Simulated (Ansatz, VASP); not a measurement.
## Cross-check of ZrSnB (ZrSnB in the AlB2 type) between VASP and Ansatz

Aim: how closely do two programs agree when they are given the same cell, functional and k mesh? The cell is generated by rule, not measured, and may not be a known phase. The cell is taken from a series of runs on this material, whose earlier steps may have relaxed, scaled, displaced or heated it; both programs get it as it stands.

Method: plane waves, with VASP 6.6.1 beside it; relaxation of cell and atoms at PBEsol and zone-centre phonons at PBEsol, in Ansatz 0.2.0.

The structure was built from a prototype and need not be the compound's stable phase.

**1. Starting point**

Symmetry: P-6m2, No. 187, hexagonal system. The conventional cell has a = 3.890 Å, b = 3.890 Å, c = 3.771 Å, α = 90.00°, β = 90.00°, γ = 120.00°. Zr has 6 Sn at 2.93 Å and 6 B at 2.93 Å nearest. Nearest to B lie 3 Sn at 2.25 Å and 6 Zr at 2.93 Å. Nearest to Sn lie 3 B at 2.25 Å and 6 Zr at 2.93 Å. Farther neighbours are not listed.

**2. Ansatz: relaxation of cell and atoms, PBEsol, pair 1**

Ansatz runs on its PAW soft_1 files.

The relaxed volume is the usual yardstick between codes: in a stiff, nearly cubic crystal its relative difference is about their pressure difference at one cell divided by the bulk modulus.

Contents of input.yaml:

```yaml
crystal:
  lattice:
    - [3.8898055221, 0.0, 0.0]
    - [-1.9449027611, 3.3686703979, 0.0]
    - [0.0, 0.0, 3.77072963]
  atoms:
    - { symbol: Zr, position: [0.0, 0.0, 0.0] }
    - { symbol: B, position: [0.3333333333, 0.6666666667, 0.5] }
    - { symbol: Sn, position: [0.6666666667, 0.3333333333, 0.5] }
kpoints:
  mp_grid: { grid: [9, 9, 8] }
hamiltonian:
  xc: pbesol
  pseudopotentials: { kind: paw, azcp: { folder: soft_1 }, xc_functional: pbe }
scf:
  occupations: { method: methfessel_paxton, width: 0.2 }
output:
  forces: true
  stress: true
  eigenvalues: true
relax:
  adjacent_minimum: "off"
  f_tol: 0.001
  max_steps: 60
  cell: { stress_tol: 0.01 }
```

Launch:

```sh
$ ansatz run input.yaml --threads 4 --pin off --max-ram 12288MiB --backend cpu --events-out ev --progress --plain --runs-dir out
```

Numbers of over 12 decimals in the logs are rounded to 6 here.

Output:

```text
Engine: ansatz 0.2.0, x86_64-unknown-linux-gnu
Pseudopotentials: kind: paw
Pseudopotential: Zr, paw, valence charge 12, recommended cutoff 420 eV (normal), soft_1/Zr.paw.azcp
Pseudopotential: B, paw, valence charge 3, recommended cutoff 420 eV (normal), soft_1/B.paw.azcp
Pseudopotential: Sn, paw, valence charge 14, recommended cutoff 420 eV (normal), soft_1/Sn.paw.azcp
Functional definition: PBEsol
  exchange = pbesol_x
  correlation = pbesol_c
Crystal: 3 atoms, lattice volume = 49.410 Å³
Basis set: ecut = 420 eV, 937 PW (Γ), exchange–correlation on 54×54×54 points (8 copies of the dense FFT grid, shifted against one another)
Bands: 19, of which v1, the nominal top of the filled ones, is band 15 counted from 1 (14 counted from 0)
Symmetry: 12 space group operations
Space group: P-6m2 (ITA 187), of the structure as read, at distance tolerance 3.7e-5 Å
k-points: 60 of 648 (time reversal used)
Non-local potential: Zr, projectors of the file, l = 0: 3, l = 1: 2, l = 2: 2, l = 3: 1
Non-local potential: B, projectors of the file, l = 0: 2, l = 1: 2, l = 2: 1
Non-local potential: Sn, projectors of the file, l = 0: 2, l = 1: 2, l = 2: 2, l = 3: 1
PAW form: soft (Blöchl's): semilocal exchange-correlation on the pseudo side does not see the compensation charge
PAW frozen core: Zr, regenerated for the run's functional, and the local potential with it (the file was generated under x = pbe(κ = 0.804, μ = 0.219515), c = pbe(β = 0.066725))
PAW frozen core: B, regenerated for the run's functional, and the local potential with it (the file was generated under x = pbe(κ = 0.804, μ = 0.219515), c = pbe(β = 0.066725))
PAW frozen core: Sn, regenerated for the run's functional, and the local potential with it (the file was generated under x = pbe(κ = 0.804, μ = 0.219515), c = pbe(β = 0.066725))
PAW one-centre angular grid: Zr, 590 points (default); XC on 64 Gauss nodes
PAW one-centre angular grid: B, 110 points (default); XC on 64 Gauss nodes
PAW one-centre angular grid: Sn, 590 points (default); XC on 64 Gauss nodes
Initial density: superposition of atomic densities (chi_scale 0.1, normalization cell, long waves kept (reshape's long-wave potential 0.00 eV rms))
Initial wavefunctions: pseudopotential atomic-orbital guess
Functional: x = pbesol(κ = 0.804, μ = 0.123457), c = pbesol(β = 0.046)
SCF iter   1: F=—  HF=-10231.096418 eV  |F-HF|=—  |Δ(HF+E_count)|=         —  Δρ=4.19e-2  dr2=1.50e0  ethr=3.10e-3  ⟨swp⟩=5.3  Hψ=5595  notcnv=0
preconditioner: auto → none  [metal: Δε(μ)=0.023 eV  Ē_g=13.802 eV  σ=0.200 eV  W_gap=0.10  n_scr=8 (ndim 8)  ℏωp=24.2 eV  f_vac=0.000  D(μ)=2.38/eV (n_scr^D=20)  sad-step TF]
SCF iter   2: F=—  HF=-10230.699049 eV  |F-HF|=—  |Δ(HF+E_count)|=   3.97e-1  S|Δr|=    0.00e0  Δρ=2.36e-2  dr2=4.78e-1  ethr=3.10e-3  ⟨swp⟩=2.3  Hψ=2380  notcnv=0  defer=4
SCF iter   3: F=—  HF=-10230.528809 eV  |F-HF|=—  |Δ(HF+E_count)|=   1.70e-1  S|Δr|=    0.00e0  Δρ=3.37e-3  dr2=5.69e-3  ethr=1.65e-3  ⟨swp⟩=2.5  Hψ=1903  notcnv=0  defer=4
SCF iter   4: F=—  HF=-10230.526758 eV  |F-HF|=—  |Δ(HF+E_count)|=   2.05e-3  S|Δr|=    0.00e0  Δρ=6.47e-4  dr2=3.01e-4  ethr=1.96e-5  ⟨swp⟩=2.4  Hψ=1997  notcnv=0  defer=3
SCF iter   5: F=—  HF=-10230.526650 eV  |F-HF|=—  |Δ(HF+E_count)|=   1.08e-4  S|Δr|=    0.00e0  Δρ=1.19e-4  dr2=8.18e-6  ethr=1.04e-6  ⟨swp⟩=2.5  Hψ=2063  notcnv=0  defer=3
SCF iter   6: F=—  HF=-10230.526638 eV  |F-HF|=—  |Δ(HF+E_count)|=   1.21e-5  S|Δr|=    0.00e0  Δρ=2.91e-5  dr2=6.32e-7  ethr=2.82e-8  ⟨swp⟩=2.7  Hψ=1986  notcnv=0  defer=3
SCF iter   7: F=-10230.526638 eV  HF=-10230.526638 eV  |F-HF|=1.34e-8  |Δ(HF+E_count)|=   5.59e-8  S|Δr|=    0.00e0  Δρ=4.97e-6  dr2=1.00e-8  ethr=3.45e-10  ⟨swp⟩=6.9  Hψ=5708  notcnv=0
SCF 1 converged in 7 iterations: F = -10230.526638 eV  dr2 = 1.00e-8
  greatest PAW one-centre occupation: 0.995 electrons in one spin orbital (limit 2), on the Zr atom at site 0 (counted from 0), in its partial waves of l = 0
relax step   1: F+E_penalty+E_count = -10230.52663798 eV  Δ(F+E_penalty+E_count) = +0.000e0 eV  max|allowed force component| = 2.155e-16 eV/Å  Δτ_max = 0.0000 Å  P = -0.009 GPa  Ω = 49.410 Å³  (7 SCF iters, dr2 threshold 1.00e-7 eV, accepted)
[...]
relax step   2: F+E_penalty+E_count = -10230.52664167 eV  Δ(F+E_penalty+E_count) = -3.695e-6 eV  max|allowed force component| = 1.585e-16 eV/Å  Δτ_max = 0.0000 Å  P = +0.033 GPa  Ω = 49.391 Å³  energy of the carried Pulay correction = +4.013e-6 eV  (4 SCF iters, dr2 threshold 2.52e-9 eV, rejected (line search))
[...]
relax step   3: F+E_penalty+E_count = -10230.52664035 eV  Δ(F+E_penalty+E_count) = -2.374e-6 eV  max|allowed force component| = 1.105e-16 eV/Å  Δτ_max = 0.0000 Å  P = -0.001 GPa  Ω = 49.405 Å³  energy of the carried Pulay correction = +1.080e-6 eV  (6 SCF iters, accepted)
[...]
relax step   4: F+E_penalty+E_count = -10230.52663913 eV  Δ(F+E_penalty+E_count) = +1.221e-6 eV  max|allowed force component| = 1.225e-16 eV/Å  Δτ_max = 0.0000 Å  P = -0.001 GPa  Ω = 49.405 Å³  stress off target by 3.62e-3 GPa  SCF on the basis re-selected at this cell (its energy is not comparable with the rows above)  (5 SCF iters)
basis re-selected at this cell: Δ(F+E_penalty+E_count) = +1.221e-6 eV, ΔP = -0.000 GPa vs the last step (what re-selecting the basis moved, of the pressure what is left beyond the Pulay correction that the steps carried, after the strain that the cell walked since its last selection, with what the two solves' SCF thresholds leave and, on support functions, any second-order correction that the steps lacked; it is no m [...]
SCF converged after 5 iterations
Stability not checked: this state was not tested for a lower state beside it, because cold or Methfessel-Paxton smearing, or corrected tetrahedra, fill the levels in a way that the test cannot read (fill_not_monotonic; see scf.lower_state_search)
Free energy (F): -10230.526639 eV
Harris-Foulkes:  -10230.526639 eV  (|F-HF|=5.46e-12)
Internal energy: -10230.522078 eV  (E = F + TS)
E sigma→0 (E₀):  -10230.525499 eV
Entropy (-TS):   -0.004562 eV (-1.521 meV/atom)
Fermi energy:    15.227466 eV
--- Per-component energies (eV) ---
  E_band       = -104.608569
  E_kinetic    = 535.228651
  E_local      = -1495.704731  (includes V_loc(G=0)·N_el)
  E_nonlocal   = 232.750729
  E_hartree    = 675.013605
  E_xc         = -311.892289
  E_vxc        = -302.774222  (∫ρ·V_xc dr)
  E_paw        = -7282.540377  (= ΣΔE_a)
  E_vpaw       = -424.136486  (= ΣTr[D̂ρ^β])
  E_aug_tail   = 0.000272  (compensation charges beyond the density's cutoff)
  E_ewald      = -2583.843210
  E_core_change = 0.465271  (= ΣΔE_core)
  E_smearing   = -0.004562  (= −TS)
  E_closure    = 0.000000  (closes the sum)
  Σ components = -10230.526639   (vs F -10230.526639, Δ=0.00e0)
--- Forces (eV/Å), atoms counted from 1 ---
  atom   1  Zr     0.00000000    -0.00000000     0.00000000
  atom   2  B      0.00000000    -0.00000000     0.00000000
  atom   3  Sn    -0.00000000     0.00000000    -0.00000000
  max |Σ_I F_I| component: 7.66e-17 eV/Å
--- Stress (GPa, compression-positive) ---
       -0.000377      -0.000000       0.000000
       -0.000000      -0.000377       0.000000
        0.000000       0.000000      -0.003622
  P = ⅓ Tr σ = -0.0015 GPa (-0.015 kbar)
--- Band table (eV; the first three rows and the last of 60) ---
  k-point 0: bands = [... 11 lower, 11.7179, 12.8384, 12.9145, 14.9035, 16.1180, 16.1180, 16.8928, 16.8928]
  k-point 1: bands = [... 11 lower, 11.8632, 11.8632, 13.9425, 15.0709, 15.3242, 15.3242, 17.2293, 17.2293]
  k-point 2: bands = [... 11 lower, 12.2839, 12.2839, 14.4627, 14.4627, 14.9370, 15.4813, 16.5374, 16.5374]
  k-point 59: bands = [... 11 lower, 9.8475, 11.2489, 11.8432, 16.8583, 16.9678, 17.7214, 18.0121, 18.0572]
--- Relaxed structure (3 steps of the walk, 2 accepted, 1 SCFs on fresh bases) ---
  F+E_penalty+E_count = -10230.52663913 eV   max|allowed force component| = 1.225e-16 eV/Å   (the final SCF, on the basis selected at the relaxed cell)
  cell:  # Å, volume = 49.4048 Å³
    - [3.890056, 2.886942976915612e-11, 0]
    - [-1.945028, 3.368888, 0]
    - [0, 0, 3.769873]
  atoms:
    - { symbol: Zr, position: [0, 0, 0] }
    - { symbol: B, position: [0.333333, 0.666667, 0.5] }
    - { symbol: Sn, position: [0.666667, 0.333333, 0.5] }
```

The column dr2 measures how far the density is from self-consistency, as an energy; F and HF (Harris–Foulkes) agree once it is small.

**3. VASP: relaxation of cell and atoms, PBEsol, pair 1**

The same cell, functional, mesh and smearing now go to VASP, with its own data sets.

Lines of VASP's logs that name or quote its potential files are left out, and so is its time.

Contents of INCAR:

```
SYSTEM = ZrSnB
PREC = Accurate
ENCUT = 500
EDIFF = 1E-07
NELM = 120
ISMEAR = 1
SIGMA = 0.2
LREAL = .FALSE.
ALGO = Normal
GGA = PS
NBANDS = 20
LASPH = .TRUE.
LORBIT = 11
LWAVE = .FALSE.
LCHARG = .FALSE.
ISIF = 3
IBRION = 2
NSW = 80
EDIFFG = -0.005
GGA_COMPAT = .FALSE.
NELMIN = 4
KPAR = 2
```

Contents of POSCAR:

```
ZrSnB
1.0
    3.8898060000      0.0000000000      0.0000000000
   -1.9449030000      3.3686700000      0.0000000000
    0.0000000000      0.0000000000      3.7707300000
Zr B Sn
1 1 1
Direct
    0.0000000000      0.0000000000      0.0000000000
    0.3333333333      0.6666666667      0.5000000000
    0.6666666667      0.3333333333      0.5000000000
```

Contents of KPOINTS:

```
Automatic mesh
0
Gamma
9 9 8
0 0 0
```

PAW data sets: Zr_sv, B and Sn_d (PBE family, release 64).

Launch:

```sh
$ mpirun -np 2 vasp_std
```

Output:

```text
[banner, memory and clock lines left out]
running    2 mpi-ranks, on    1 nodes
 distrk:  each k-point on    1 cores,    2 groups
 distr:  one band on    1 cores,    1 groups

 POSCAR found type information on POSCAR ZrB Sn
 POSCAR found :  3 types and       3 ions
|                                                                             |
|               ----> ADVICE to this user running VASP <----                  |
|                                                                             |
|     You enforced a specific xc type in the INCAR file but a different       |
|     [... a line on the potential file left out ...]
|     I HOPE YOU KNOW WHAT YOU ARE DOING!                                     |
|                                                                             |

 LDA part: xc-table for (Slater+PW92), standard interpolation
 POSCAR, INCAR and KPOINTS ok, starting setup
 FFT: planning ... GRIDC
 FFT: planning ... GRID_SOFT
 FFT: planning ... GRID
 WAVECAR not read
 entering main loop
       N       E                     dE             d eps       ncg     rms          rms(c)
DAV:   1     0.280852728541E+03    0.28085E+03   -0.14497E+04  2456   0.198E+03
DAV:   2     0.531176698818E+01   -0.27554E+03   -0.26695E+03  2424   0.510E+02
DAV:   3    -0.201377130303E+02   -0.25449E+02   -0.24805E+02  2772   0.139E+02
DAV:   4    -0.215494554549E+02   -0.14117E+01   -0.13842E+01  4196   0.270E+01
DAV:   5    -0.215717457256E+02   -0.22290E-01   -0.22240E-01  2956   0.296E+00    0.135E+01
DAV:   6    -0.197886893633E+02    0.17831E+01   -0.77115E+00  3052   0.151E+01    0.513E+00
DAV:   7    -0.197532721707E+02    0.35417E-01   -0.58949E-01  3388   0.584E+00    0.309E+00
DAV:   8    -0.197310251211E+02    0.22247E-01   -0.61385E-02  3128   0.193E+00    0.305E-01
DAV:   9    -0.197295990468E+02    0.14261E-02   -0.47853E-03  3156   0.402E-01    0.129E-01
DAV:  10    -0.197294391313E+02    0.15992E-03   -0.74956E-04  2880   0.264E-01    0.210E-02
DAV:  11    -0.197294373400E+02    0.17914E-05   -0.40096E-05  3384   0.557E-02    0.132E-02
DAV:  12    -0.197294371667E+02    0.17330E-06   -0.42005E-06  3004   0.169E-02    0.188E-03
DAV:  13    -0.197294372657E+02   -0.99008E-07   -0.34180E-07  2560   0.747E-03
   1 F= -.19729437E+02 E0= -.19727935E+02  d E =-.197294E+02
 curvature:   0.00 expect dE= 0.000E+00 dE for cont linesearch  0.000E+00
 trial: gam= 0.00000 g(F)=  0.343E-44 g(S)=  0.559E-05 ort = 0.000E+00 (trialstep = 0.100E+01)
 search vector abs. value=  0.559E-05
 bond charge predicted
       N       E                     dE             d eps       ncg     rms          rms(c)
DAV:   1    -0.197294870860E+02   -0.49919E-04   -0.13497E-03  2752   0.488E-01    0.519E-02
DAV:   2    -0.197294522459E+02    0.34840E-04   -0.10479E-04  3112   0.133E-01    0.202E-02
DAV:   3    -0.197294426159E+02    0.96300E-05   -0.32960E-05  3948   0.698E-02    0.876E-03
DAV:   4    -0.197294421179E+02    0.49796E-06   -0.15532E-06  2856   0.103E-02    0.409E-03
DAV:   5    -0.197294415233E+02    0.59468E-06   -0.56263E-07  3880   0.691E-03    0.156E-03
DAV:   6    -0.197294414008E+02    0.12248E-06   -0.25847E-08  1508   0.160E-03    0.748E-04
DAV:   7    -0.197294413136E+02    0.87171E-07   -0.87932E-09  1332   0.972E-04
   2 F= -.19729441E+02 E0= -.19727936E+02  d E =-.404793E-05
 trial-energy change:   -0.000004  1 .order   -0.000003   -0.000006   -0.000000
 step:   1.0430(harm=  1.0961)  dis= 0.00000  next Energy=   -19.729441 (dE=-0.406E-05)
 reached required accuracy - stopping structural energy minimisation
```

Parts of OUTCAR (step 3):

```text
ion  position               nearest neighbor table
   1  0.000  0.000  0.000-   2 2.93   2 2.93   3 2.93   3 2.93   2 2.93   3 2.93   2 2.93   3 2.93
                             3 2.93   3 2.93   2 2.93   2 2.93
   2  0.333  0.667  0.500-   3 2.25   3 2.25   3 2.25   1 2.93   1 2.93   1 2.93   1 2.93   1 2.93
                             1 2.93
   3  0.667  0.333  0.500-   2 2.25   2 2.25   2 2.25   1 2.93   1 2.93   1 2.93   1 2.93   1 2.93
                             1 2.93

  LATTYP: Found a hexagonal cell.
 ALAT       =     3.8898060000
 C/A-ratio  =     0.9693876764

 Subroutine GETGRP returns: Found 12 space group operations
 (whereof 12 operations were pure point group operations)

The static configuration has the point symmetry D_3h.

 Found     60 irreducible k-points:

   k-points           NKPTS =     60   k-points in BZ     NKDIM =     60   number of bands    NBANDS=     20

   dimension x,y,z NGX =    28 NGY =   28 NGZ =   28
   dimension x,y,z NGXF=    56 NGYF=   56 NGZF=   56

   ENCUT  =  500.0 eV  36.75 Ry    6.06 a.u.   7.09  7.09  6.87*2*pi/ulx,y,z

   NELECT =      29.0000    total number of electrons

 k-points in reciprocal lattice and weights: Automatic mesh
   0.00000000  0.00000000  0.00000000       0.002
   0.11111111  0.00000000  0.00000000       0.009
   0.22222222  0.00000000  0.00000000       0.009
   0.33333333  0.00000000  0.00000000       0.009
   0.44444444  0.00000000  0.00000000       0.009
   0.11111111  0.11111111  0.00000000       0.009
   0.22222222  0.11111111  0.00000000       0.019
   0.33333333  0.11111111  0.00000000       0.019
   0.44444444  0.11111111  0.00000000       0.009
[...]
0.33333333  0.22222222  0.50000000       0.019
   0.33333333  0.33333333  0.50000000       0.003

 average (electrostatic) potential at core
       1 -73.4735       2 -23.3855       3 -96.5969

 E-fermi :  10.8990

 k-point     1 :       0.0000    0.0000    0.0000
  band No.  band energies     occupation
    ...
     11       7.3914      2.00000
     12       7.3914      2.00000
     13       8.5090      2.00000
     14       8.5774      2.00000
     15      10.5812      2.04714
     16      11.7877     -0.00000
     17      11.7877     -0.00000
     18      12.5655     -0.00000
     19      12.5655     -0.00000
     20      14.4289     -0.00000

 k-point     2 :       0.1111    0.0000    0.0000
  band No.  band energies     occupation
    ...
     10      -1.7762      2.00000
     11       6.5872      2.00000
     12       7.3517      2.00000
     13       8.4298      2.00000
     14       8.5495      2.00000
     15      11.2613     -0.02799
     16      11.7527     -0.00000
     17      12.0776     -0.00000
     18      12.1245     -0.00000
     19      12.2425     -0.00000
    ...

 k-point     3 :       0.2222    0.0000    0.0000
  band No.  band energies     occupation
    ...
     10      -1.2730      2.00000
     11       5.1053      2.00000
     12       7.2250      2.00000
     13       8.1707      2.00000
     14       8.4914      2.00000
     15      11.2661     -0.02621
     16      11.6674     -0.00000
     17      11.9654     -0.00000
     18      12.7190     -0.00000
     19      12.8181     -0.00000
    ...

  Total       -0.0042047     -0.0042047      0.0035878      0.0000000     -0.0000000     -0.0000000
  in kB       -0.1362877     -0.1362876      0.1162920      0.0000000     -0.0000000     -0.0000000
  external PRESSURE =      -0.0520945 kB  Pullay stress =       0.0000000 kB

  energy-cutoff  :      500.00
  volume of cell :       49.43
      direct lattice vectors                 reciprocal lattice vectors
     3.890053900  0.000000000  0.000000000     0.257065847  0.148417072  0.000000000
    -1.945026950  3.368884687 -0.000000000    -0.000000000  0.296834143  0.000000000
     0.000000000 -0.000000000  3.771808636    -0.000000000  0.000000000  0.265124797

 POSITION                                       TOTAL-FORCE (eV/Angst)
 -----------------------------------------------------------------------------------
      0.00000      0.00000      0.00000        -0.000000      0.000000      0.000000
     -0.00000      2.24592      1.88590        -0.000000     -0.000000      0.000000
      1.94503      1.12296      1.88590         0.000000     -0.000000     -0.000000
 -----------------------------------------------------------------------------------
    total drift:                                0.000001     -0.000004      0.000000

  FREE ENERGIE OF THE ION-ELECTRON SYSTEM (eV)
  ---------------------------------------------------
  free  energy   TOTEN  =       -19.7294413136 eV

  energy  without entropy=      -19.7249258615  energy(sigma->0) =      -19.72793616

 reached required accuracy - stopping structural energy minimisation

 total charge
# of ion       s       p       d       tot
------------------------------------------
    1        2.117   5.948   1.769   9.834
    2        0.636   1.033   0.000   1.670
    3        1.084   1.578  10.119  12.782
--------------------------------------------------
tot          3.837   8.559  11.888  24.285

[... 3 further parts left out ...]
```

CONTCAR:

```
ZrSnB
   1.00000000000000
     3.8900538996357947    0.0000000000000000    0.0000000000000000
    -1.9450269498178974    3.3688846872269789   -0.0000000000000000
     0.0000000000000000   -0.0000000000000000    3.7718086360522070
  Zr              B               Sn
     1     1     1
Direct
     0.0000000000000000    0.0000000000000000    0.0000000000000000
     0.3333333332999970    0.6666666667000030    0.5000000000000000
     0.6666666667000030    0.3333333332999970    0.5000000000000000
```

This run has no spin polarisation. Its electron count is odd, so without a moment it is a metal by construction. The PAW data sets were made with PBE, which is usual practice but a small mismatch for other functionals. The run keeps the 12 symmetry operations of its start, so it cannot find a distortion of lower symmetry.

**4. Comparison**

Known differences besides the potentials themselves: the cutoff is 420 eV in Ansatz and 500 eV in VASP; Ansatz makes its cores anew for this functional, VASP keeps those of its PBE data sets; Ansatz adds a Pulay correction to the stress that steers its cell, VASP none. Total energies have different zeros and are not compared.

The two programs side by side:

```tsv
quantity	Ansatz	VASP	difference
volume (Å³)	49.40	49.43	-0.05 %
edge a after relaxation, in the typed setting (Å)	3.890	3.890	+0.00 %
edge c after relaxation, in the typed setting (Å)	3.770	3.772	-0.05 %
```

[end of part 1 of 2]

[Lines on the potential files, build, host, timing and source positions are cut from VASP's logs without a mark.]

[Logs are printed without paths, hosts, clocks, repeated set-up lines and the standing remarks that a program may print on its own settings, such as how far it seeks lower states.]

[Hosts, paths, dates, database ids (printed as entryN), source tags and the programs' standing remarks are cut or masked in the printed files.]
